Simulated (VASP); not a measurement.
# Lattice vibrations of WS2 (Tungstenite), part 3 of 4

Aim: the phonon dispersion and thermal properties of WS2 (Tungstenite). The start is a cell from a database of measured crystal structures.

VASP 6.6.1; PBEsol, no spin polarisation; plane waves and PAW (W, S).

So far. Step 2 (Relax the host): The run ended after 5 ionic steps, 0.033 eV below its first step, once forces and stress met EDIFFG = -0.02. Step 3 (Tight relaxation): The run ended after 8 ionic steps, 0.000 eV below its first step, once forces and stress met EDIFFG = -0.002. The relaxed cell has a = 3.141, c = 12.587 Å (conventional setting).

The database entry behind the starting cell differs from later determinations by our own check (an axis about 1.4 % long against later determinations), so it need not match the best structure at ambient conditions.

## (4) Born charges and dielectric tensor

In a polar insulator long-range dipole fields split longitudinal from transverse optical modes; these two tensors supply that term.

Contents of INCAR:

```
SYSTEM = WS2
PREC = Accurate
ENCUT = 350
EDIFF = 1E-08
NELM = 120
ISMEAR = 0
SIGMA = 0.05
LREAL = .FALSE.
ALGO = Normal
GGA = PS
NBANDS = 24
LASPH = .TRUE.
LWAVE = .FALSE.
LCHARG = .FALSE.
KPAR = 4
LEPSILON = .TRUE.
```

Contents of POSCAR:

```
WS2
1.0
    3.1411446459      0.0000000000      0.0000000000
   -1.5705723230      2.7203110603      0.0000000000
    0.0000000000      0.0000000000     12.5869452265
W S
2 4
Direct
    0.6666666667      0.3333333333      0.7500000000
    0.3333333333      0.6666666667      0.2500000000
    0.6666666667      0.3333333333      0.3745836257
    0.3333333333      0.6666666667      0.8745836257
    0.6666666667      0.3333333333      0.1254163743
    0.3333333333      0.6666666667      0.6254163743
```

Contents of KPOINTS:

```
Automatic mesh
0
Gamma
10 10 2
0 0 0
```

Potentials, in the order of the species: W and S (PBE family, release 64).

The run is started by

```sh
$ mpirun -np 4 vasp_std
```

Log:

```text
[... set-up lines as in an earlier step ...]
 entering main loop
       N       E                     dE             d eps       ncg     rms          rms(c)
DAV:   1     0.139075949923E+03    0.13908E+03   -0.13073E+04  1344   0.967E+02
DAV:   2    -0.431800757034E+02   -0.18226E+03   -0.17466E+03  1888   0.237E+02
DAV:   3    -0.531099257244E+02   -0.99299E+01   -0.98736E+01  1816   0.564E+01
DAV:   4    -0.533057893540E+02   -0.19586E+00   -0.19552E+00  1824   0.869E+00
DAV:   5    -0.533108710641E+02   -0.50817E-02   -0.50802E-02  1776   0.121E+00    0.422E+01
DAV:   6    -0.510884065523E+02    0.22225E+01   -0.93760E+00  1960   0.151E+01    0.190E+01
DAV:   7    -0.507948604424E+02    0.29355E+00   -0.32619E+00  1792   0.101E+01    0.890E+00
DAV:   8    -0.506682702193E+02    0.12659E+00   -0.44989E-01  1856   0.426E+00    0.141E+00
DAV:   9    -0.506630240208E+02    0.52462E-02   -0.66750E-02  1840   0.141E+00    0.581E-01
DAV:  10    -0.506613396088E+02    0.16844E-02   -0.15105E-02  1896   0.698E-01    0.347E-01
DAV:  11    -0.506612830665E+02    0.56542E-04   -0.18672E-03  1912   0.255E-01    0.116E-01
DAV:  12    -0.506612592786E+02    0.23788E-04   -0.36870E-04  1872   0.122E-01    0.636E-02
DAV:  13    -0.506612629007E+02   -0.36221E-05   -0.39071E-05  1960   0.323E-02    0.152E-02
DAV:  14    -0.506612626180E+02    0.28278E-06   -0.18042E-06  2016   0.737E-03    0.538E-03
DAV:  15    -0.506612628588E+02   -0.24085E-06   -0.24375E-07  1816   0.304E-03    0.498E-03
DAV:  16    -0.506612629494E+02   -0.90628E-07   -0.61198E-08  1720   0.125E-03    0.111E-03
DAV:  17    -0.506612629324E+02    0.17053E-07   -0.16510E-08  1312   0.707E-04    0.576E-04
DAV:  18    -0.506612629238E+02    0.86211E-08   -0.28639E-09  1096   0.411E-04
   1 F= -.50661263E+02 E0= -.50661263E+02  d E =-.453582E-12
 Linear response reoptimize wavefunctions to high precision
DAV:   1    -0.506612629188E+02    0.49936E-08   -0.16419E-09  1248   0.202E-04
DAV:   2    -0.506612629189E+02   -0.92314E-10   -0.24139E-10  1056   0.991E-05
 Linear response G [H, r] |phi>, progress :
  Direction:   1
       N       E                     dE             d eps       ncg     rms
RMM:   1    -0.194970526887E+03   -0.19497E+03   -0.20692E+02  3507   0.960E+01
RMM:   2    -0.151419082345E+03    0.43551E+02   -0.22202E+01  2182   0.277E+01
RMM:   3    -0.151903625202E+03   -0.48454E+00   -0.13844E+00  2352   0.439E+00
RMM:   4    -0.151941857295E+03   -0.38232E-01   -0.57411E-02  2399   0.903E-01
RMM:   5    -0.151943726572E+03   -0.18693E-02   -0.36845E-03  2461   0.206E-01
RMM:   6    -0.151943901680E+03   -0.17511E-03   -0.46083E-04  2486   0.533E-02
RMM:   7    -0.151943912162E+03   -0.10482E-04   -0.83757E-05  2548   0.143E-02
RMM:   8    -0.151943913988E+03   -0.18259E-05   -0.33679E-04  2606   0.494E-03
RMM:   9    -0.151943914369E+03   -0.38146E-06   -0.48940E-04  2686   0.279E-03
RMM:  10    -0.151943915050E+03   -0.68084E-06   -0.98201E-05  2498   0.210E-03
RMM:  11    -0.151943913086E+03    0.19640E-05    0.59536E-05  2172   0.197E-03
RMM:  12    -0.151943914842E+03   -0.17562E-05   -0.78060E-05  1897   0.193E-03
RMM:  13    -0.151943912934E+03    0.19086E-05    0.22429E-05  1853   0.192E-03
 Linear response G [H, r] |phi>, progress :
  Direction:   2
       N       E                     dE             d eps       ncg     rms
RMM:   1    -0.201797049665E+03   -0.20180E+03   -0.36874E+02  3484   0.938E+01
RMM:   2    -0.161922091122E+03    0.39875E+02   -0.18704E+01  2240   0.259E+01
RMM:   3    -0.162413871979E+03   -0.49178E+00   -0.13555E+00  2337   0.400E+00
RMM:   4    -0.162448591773E+03   -0.34720E-01   -0.52014E-02  2397   0.860E-01
RMM:   5    -0.162450300131E+03   -0.17084E-02   -0.42805E-03  2460   0.202E-01
RMM:   6    -0.162450442252E+03   -0.14212E-03   -0.38604E-04  2475   0.498E-02
RMM:   7    -0.162450450714E+03   -0.84614E-05   -0.15216E-04  2556   0.140E-02
RMM:   8    -0.162450455524E+03   -0.48097E-05   -0.28857E-04  2617   0.510E-03
RMM:   9    -0.162450456186E+03   -0.66286E-06   -0.13262E-03  2661   0.294E-03
RMM:  10    -0.162450457896E+03   -0.17097E-05   -0.18416E-04  2449   0.236E-03
RMM:  11    -0.162450446443E+03    0.11453E-04   -0.39291E-05  2116   0.218E-03
RMM:  12    -0.162450458471E+03   -0.12028E-04   -0.11702E-04  1901   0.215E-03
RMM:  13    -0.162450446428E+03    0.12043E-04   -0.47036E-05  1867   0.213E-03
RMM:  14    -0.162450458114E+03   -0.11686E-04   -0.68926E-05  1849   0.212E-03
 Linear response G [H, r] |phi>, progress :
  Direction:   3
       N       E                     dE             d eps       ncg     rms
RMM:   1    -0.196787480897E+03   -0.19679E+03   -0.16861E+02  3380   0.965E+01
RMM:   2    -0.158068277343E+03    0.38719E+02   -0.24947E+01  2128   0.266E+01
RMM:   3    -0.158845509029E+03   -0.77723E+00   -0.19908E+00  2291   0.450E+00
RMM:   4    -0.158898120811E+03   -0.52612E-01   -0.82327E-02  2385   0.900E-01
RMM:   5    -0.158900822919E+03   -0.27021E-02   -0.53878E-03  2436   0.210E-01
RMM:   6    -0.158901053113E+03   -0.23019E-03   -0.56203E-04  2485   0.516E-02
RMM:   7    -0.158901068013E+03   -0.14900E-04    0.12343E-05  2532   0.147E-02
RMM:   8    -0.158901069995E+03   -0.19823E-05    0.15135E-05  2619   0.542E-03
RMM:   9    -0.158901070559E+03   -0.56381E-06   -0.68336E-05  2646   0.325E-03
RMM:  10    -0.158901070397E+03    0.16256E-06   -0.30277E-05  2428   0.266E-03
RMM:  11    -0.158901070218E+03    0.17869E-06   -0.53842E-05  2169   0.250E-03
RMM:  12    -0.158901070332E+03   -0.11360E-06   -0.60083E-05  2004   0.245E-03
RMM:  13    -0.158901070274E+03    0.57611E-07   -0.50843E-05  1966   0.244E-03
 Linear response to external field (no local field effect), progress :
  Direction:   1
       N       E                     dE             d eps       ncg     rms          rms(c)
RMM:   1    -0.381685990602E+01   -0.38169E+01   -0.23406E+01  2616   0.829E+00
RMM:   2    -0.394223126166E+01   -0.12537E+00   -0.15903E-01  2202   0.157E+00
RMM:   3    -0.394779584942E+01   -0.55646E-02   -0.61424E-03  2346   0.274E-01
RMM:   4    -0.394812336286E+01   -0.32751E-03   -0.73097E-04  2402   0.622E-02
RMM:   5    -0.394815215501E+01   -0.28792E-04   -0.57736E-05  2450   0.166E-02
RMM:   6    -0.394815444077E+01   -0.22858E-05   -0.69552E-06  2386   0.439E-03
RMM:   7    -0.394815460978E+01   -0.16901E-06   -0.22658E-06  2230   0.143E-03
RMM:   8    -0.394815461898E+01   -0.92022E-08   -0.20068E-06  1978   0.559E-04
RMM:   9    -0.394815462604E+01   -0.70639E-08   -0.18676E-06  1749   0.352E-04
RMM:  10    -0.394815463021E+01   -0.41679E-08   -0.48896E-07  1624   0.301E-04
RMM:  11    -0.394815462298E+01    0.72303E-08   -0.34283E-06  1450   0.287E-04
RMM:  12    -0.394815462852E+01   -0.55361E-08   -0.17149E-06  1396   0.285E-04
RMM:  13    -0.394815462854E+01   -0.23910E-10   -0.13449E-06  1362   0.285E-04
 change of polarisation eV/A/(eV/A) component  1 :     7.896    -1.060     0.000
 dielectric tensor                  component  1 :    14.285    -1.783     0.000
 Linear response to external field (no local field effect), progress :
  Direction:   2
       N       E                     dE             d eps       ncg     rms          rms(c)
RMM:   1    -0.371113144261E+01   -0.37111E+01   -0.21783E+01  2622   0.845E+00
RMM:   2    -0.382205373571E+01   -0.11092E+00   -0.14635E-01  2203   0.155E+00
RMM:   3    -0.382721346227E+01   -0.51597E-02   -0.60183E-03  2348   0.279E-01
RMM:   4    -0.382752515997E+01   -0.31170E-03   -0.70787E-04  2396   0.638E-02
RMM:   5    -0.382755319599E+01   -0.28036E-04   -0.49696E-05  2447   0.165E-02
RMM:   6    -0.382755549036E+01   -0.22944E-05   -0.68321E-06  2384   0.457E-03
RMM:   7    -0.382755568207E+01   -0.19171E-06   -0.16654E-06  2216   0.145E-03
RMM:   8    -0.382755570109E+01   -0.19021E-07   -0.31556E-06  1968   0.614E-04
RMM:   9    -0.382755569960E+01    0.14875E-08   -0.10425E-06  1755   0.391E-04
RMM:  10    -0.382755570848E+01   -0.88788E-08   -0.16045E-06  1642   0.341E-04
RMM:  11    -0.382755569981E+01    0.86709E-08   -0.97569E-07  1464   0.326E-04
RMM:  12    -0.382755569871E+01    0.10974E-08   -0.10878E-06  1413   0.324E-04
RMM:  13    -0.382755570127E+01   -0.25606E-08   -0.12028E-06  1392   0.324E-04
 change of polarisation eV/A/(eV/A) component  2 :    -1.060     7.655    -0.000
 dielectric tensor                  component  2 :    -1.783    13.879    -0.000
 Linear response to external field (no local field effect), progress :
  Direction:   3
       N       E                     dE             d eps       ncg     rms          rms(c)
RMM:   1    -0.224654395689E+01   -0.22465E+01   -0.10149E+01  2612   0.768E+00
RMM:   2    -0.237775796858E+01   -0.13121E+00   -0.79930E-02  2143   0.138E+00
RMM:   3    -0.238035179585E+01   -0.25938E-02   -0.42285E-03  2351   0.222E-01
RMM:   4    -0.238049578383E+01   -0.14399E-03   -0.21485E-04  2411   0.433E-02
RMM:   5    -0.238050409051E+01   -0.83067E-05   -0.15952E-05  2437   0.101E-02
RMM:   6    -0.238050468284E+01   -0.59232E-06   -0.26706E-06  2366   0.259E-03
RMM:   7    -0.238050472711E+01   -0.44278E-07   -0.10531E-06  2161   0.864E-04
RMM:   8    -0.238050472938E+01   -0.22647E-08   -0.17668E-06  1833   0.461E-04
RMM:   9    -0.238050473587E+01   -0.64884E-08   -0.12726E-06  1612   0.380E-04
RMM:  10    -0.238050472820E+01    0.76654E-08   -0.10077E-06  1475   0.367E-04
RMM:  11    -0.238050473324E+01   -0.50430E-08   -0.14434E-06  1419   0.364E-04
RMM:  12    -0.238050472866E+01    0.45834E-08   -0.63487E-07  1410   0.363E-04
 change of polarisation eV/A/(eV/A) component  3 :    -0.000    -0.000     4.761
 dielectric tensor                  component  3 :    -0.000    -0.000     9.010
 Linear response to external field, progress :
  Direction:   1
       N       E                     dE             d eps       ncg     rms          rms(c)
RMM:   1    -0.376253214155E+01   -0.37625E+01   -0.22580E+01  5770   0.831E+00
RMM:   2    -0.388221578674E+01   -0.11968E+00   -0.15010E-01  4850   0.154E+00    0.367E+00
RMM:   3    -0.375072553515E+01    0.13149E+00   -0.14976E-01  5150   0.172E+00    0.202E+00
RMM:   4    -0.385253537853E+01   -0.10181E+00   -0.12243E-01  5171   0.158E+00    0.415E-01
RMM:   5    -0.388313698362E+01   -0.30602E-01   -0.64729E-03  5266   0.426E-01    0.445E-02
RMM:   6    -0.388045794338E+01    0.26790E-02   -0.28645E-04  5345   0.805E-02    0.248E-02
RMM:   7    -0.388142151066E+01   -0.96357E-03   -0.22975E-05  5435   0.235E-02    0.463E-03
RMM:   8    -0.388175026882E+01   -0.32876E-03    0.52822E-06  5377   0.602E-03    0.215E-03
RMM:   9    -0.388181238317E+01   -0.62114E-04    0.89866E-06  5489   0.264E-03    0.659E-04
RMM:  10    -0.388182594842E+01   -0.13565E-04    0.77626E-06  5509   0.119E-03    0.188E-04
RMM:  11    -0.388183193980E+01   -0.59914E-05    0.51807E-07  5465   0.547E-04    0.600E-05
RMM:  12    -0.388183196978E+01   -0.29974E-07    0.36237E-07  4943   0.340E-04    0.164E-05
RMM:  13    -0.388183190728E+01    0.62497E-07   -0.11276E-06  3358   0.285E-04    0.733E-06
 change of polarisation eV/A/(eV/A) component  1 :     7.350    -0.233     0.000
 dielectric tensor                  component  1 :    13.366    -0.393     0.000
 Linear response to external field, progress :
  Direction:   2
       N       E                     dE             d eps       ncg     rms          rms(c)
RMM:   1    -0.376100383343E+01   -0.37610E+01   -0.22564E+01  5771   0.830E+00
RMM:   2    -0.388235897230E+01   -0.12136E+00   -0.14891E-01  4846   0.154E+00    0.367E+00
RMM:   3    -0.375072671449E+01    0.13163E+00   -0.14940E-01  5141   0.172E+00    0.202E+00
RMM:   4    -0.385253803879E+01   -0.10181E+00   -0.12296E-01  5141   0.158E+00    0.416E-01
RMM:   5    -0.388296940307E+01   -0.30431E-01   -0.64913E-03  5273   0.424E-01    0.481E-02
RMM:   6    -0.388098275559E+01    0.19866E-02   -0.22468E-04  5385   0.825E-02    0.272E-02
RMM:   7    -0.388093733419E+01    0.45421E-04   -0.31465E-05  5432   0.251E-02    0.104E-02
RMM:   8    -0.388171778497E+01   -0.78045E-03   -0.33746E-06  5407   0.823E-03    0.251E-03
RMM:   9    -0.388179489070E+01   -0.77106E-04    0.25681E-06  5413   0.306E-03    0.621E-04
RMM:  10    -0.388182242629E+01   -0.27536E-04    0.26759E-06  5509   0.126E-03    0.206E-04
RMM:  11    -0.388182681136E+01   -0.43851E-05   -0.70854E-07  5611   0.562E-04    0.691E-05
RMM:  12    -0.388182667261E+01    0.13875E-06   -0.17249E-06  5022   0.370E-04    0.166E-05
RMM:  13    -0.388182711153E+01   -0.43891E-06   -0.12806E-06  3591   0.294E-04    0.804E-06
 change of polarisation eV/A/(eV/A) component  2 :    -0.225     7.350    -0.000
 dielectric tensor                  component  2 :    -0.379    13.366    -0.000
 Linear response to external field, progress :
  Direction:   3
       N       E                     dE             d eps       ncg     rms          rms(c)
RMM:   1    -0.224654395689E+01   -0.22465E+01   -0.10149E+01  2612   0.768E+00
RMM:   2    -0.237775838616E+01   -0.13121E+00   -0.79935E-02  2145   0.138E+00    0.465E+00
RMM:   3    -0.164036065643E+01    0.73740E+00   -0.50435E+00  2174   0.536E+00    0.188E+00
RMM:   4    -0.148534264413E+01    0.15502E+00   -0.54293E-01  2401   0.179E+00    0.975E-01
RMM:   5    -0.149394649811E+01   -0.86039E-02   -0.68823E-02  2244   0.105E+00    0.430E-01
RMM:   6    -0.149819072635E+01   -0.42442E-02   -0.66767E-03  2308   0.289E-01    0.324E-01
RMM:   7    -0.150453606857E+01   -0.63453E-02   -0.11232E-03  2436   0.105E-01    0.174E-01
RMM:   8    -0.150635026320E+01   -0.18142E-02   -0.20562E-03  2410   0.147E-01    0.420E-02
RMM:   9    -0.150697024096E+01   -0.61998E-03   -0.12327E-04  2447   0.373E-02    0.352E-02
RMM:  10    -0.150705275364E+01   -0.82513E-04    0.63886E-05  2525   0.130E-02    0.159E-02
RMM:  11    -0.150701068256E+01    0.42071E-04   -0.19136E-04  2385   0.118E-02    0.301E-03
RMM:  12    -0.150698042030E+01    0.30262E-04    0.13643E-04  2575   0.377E-03    0.195E-03
RMM:  13    -0.150697558377E+01    0.48365E-05    0.32171E-07  2513   0.113E-03    0.106E-03
RMM:  14    -0.150698182308E+01   -0.62393E-05   -0.15663E-05  2666   0.582E-04    0.321E-04
RMM:  15    -0.150698336254E+01   -0.15395E-05   -0.95413E-07  2616   0.342E-04    0.155E-04
RMM:  16    -0.150698422151E+01   -0.85897E-06   -0.26066E-06  2400   0.252E-04    0.307E-05
RMM:  17    -0.150698429813E+01   -0.76619E-07   -0.23562E-06  1545   0.199E-04    0.137E-05
RMM:  18    -0.150698422387E+01    0.74261E-07   -0.28162E-06  1338   0.196E-04    0.116E-05
RMM:  19    -0.150698408335E+01    0.14052E-06   -0.35400E-06  1293   0.197E-04    0.120E-05
RMM:  20    -0.150698410966E+01   -0.26311E-07   -0.24138E-07  1226   0.194E-04    0.825E-06
 change of polarisation eV/A/(eV/A) component  3 :    -0.000    -0.000     2.842
 dielectric tensor                  component  3 :    -0.000    -0.000     5.781
 Born effective charges drift removed
```

Run time: 3.8 min. Hardware: 4 MPI ranks of AMD EPYC 7R43, shared host; peak memory 1.3 GiB; 14 min of CPU time.

From OUTCAR (step 4):

```text
  LATTYP: Found a hexagonal cell.
 ALAT       =     3.1411446459
 C/A-ratio  =     4.0071205390

 Found     28 irreducible k-points:

   ENCUT  =  350.0 eV  25.72 Ry    5.07 a.u.   4.79  4.79 19.20*2*pi/ulx,y,z

   NELECT =      36.0000    total number of electrons

  Total        0.0089069      0.0089069      0.0241376     -0.0000000      0.0000000     -0.0000000
  in kB        0.1326813      0.1326813      0.3595648     -0.0000000      0.0000000     -0.0000000
  external PRESSURE =       0.2083092 kB  Pullay stress =       0.0000000 kB

  energy-cutoff  :      350.00
  volume of cell :      107.55
      direct lattice vectors                 reciprocal lattice vectors
     3.141144646  0.000000000  0.000000000     0.318355285  0.183802510  0.000000000
    -1.570572323  2.720311060  0.000000000     0.000000000  0.367605019  0.000000000
     0.000000000  0.000000000 12.586945226     0.000000000  0.000000000  0.079447394

 POSITION                                       TOTAL-FORCE (eV/Angst)
 -----------------------------------------------------------------------------------
      1.57057      0.90677      9.44021        -0.000000     -0.000000      0.000000
     -0.00000      1.81354      3.14674        -0.000000     -0.000000      0.000000
      1.57057      0.90677      4.71486         0.000000      0.000000      0.000953
     -0.00000      1.81354     11.00834        -0.000000     -0.000000      0.000953
      1.57057      0.90677      1.57861         0.000000     -0.000000     -0.000953
     -0.00000      1.81354      7.87208        -0.000000     -0.000000     -0.000953
 -----------------------------------------------------------------------------------
    total drift:                                0.000000     -0.000000      0.000000

 MACROSCOPIC STATIC DIELECTRIC TENSOR (including local field effects in DFT)
 ------------------------------------------------------
          13.365767    -0.000000     0.000000
          -0.000000    13.365767     0.000000
           0.000000     0.000000     5.781093
 ------------------------------------------------------

 PIEZOELECTRIC TENSOR (including local field effects)  for field in x, y, z        (C/m^2)
          XX          YY          ZZ          XY          YZ          ZX
  --------------------------------------------------------------------------------
  x     0.00000     0.00000     0.00000     0.00000     0.00000     0.00000
  y     0.00000     0.00000     0.00000     0.00000     0.00000     0.00000
  z     0.00000     0.00000     0.00000     0.00000     0.00000     0.00000

 BORN EFFECTIVE CHARGES (including local field effects) (in |e|, cummulative output)
 ---------------------------------------------------------------------------------
 ion    1
    1    -0.67279     0.00000     0.00000
    2     0.00000    -0.67279    -0.00000
    3     0.00000     0.00000    -0.43196
 ion    2
    1    -0.67279     0.00000     0.00000
    2     0.00000    -0.67279     0.00000
    3     0.00000     0.00000    -0.43196
 ion    3
    1     0.33639    -0.00000    -0.00000
    2    -0.00000     0.33639    -0.00000
    3     0.00000    -0.00000     0.21598
 ion    4
    1     0.33639    -0.00000     0.00000
    2    -0.00000     0.33639     0.00000
    3     0.00000     0.00000     0.21598
 ion    5
    1     0.33639    -0.00000     0.00000
    2    -0.00000     0.33639    -0.00000
    3     0.00000     0.00000     0.21598
 ion    6
    1     0.33639    -0.00000    -0.00000
    2    -0.00000     0.33639    -0.00000
    3    -0.00000    -0.00000     0.21598

[... 6 parts as in an earlier step ...]

[... 1 further part left out ...]
```

Energies printed during the response cycles are not total energies of the cell. The dielectric response converges more slowly with the mesh than energies do, so tensor and charges may still move on a finer one.

Numbers from this step:

* pressure: 0.02083 GPa

Electronic dielectric tensor with local fields:

```
13.37  0.00  0.00
 0.00 13.37  0.00
 0.00  0.00  5.78
```

Born effective charge (e), principal values of the symmetric part by kind of site:

| atom | atoms with these values | low | middle | high | mean |
| --- | --- | --- | --- | --- | --- |
| W1 | 2 | -0.6728 | -0.6728 | -0.4320 | -0.5925 |
| S3 | 4 | 0.2160 | 0.3364 | 0.3364 | 0.2963 |

In full for W1:

```
-0.6728  0.0000  0.0000
 0.0000 -0.6728  0.0000
 0.0000  0.0000 -0.4320
```

(Part 3 of 4 ends here.)

[Lines on the potential files, build, host, timing and source positions are cut from VASP's logs without a mark.]

[Logs are printed without paths, hosts, clocks, repeated set-up lines and the standing remarks that a program may print on its own settings, such as how far it seeks lower states.]

[Hosts, paths, dates, database ids (printed as entryN), source tags and the programs' standing remarks are cut or masked in the printed files.]

[Runs that stopped without an error message from VASP are left out.]
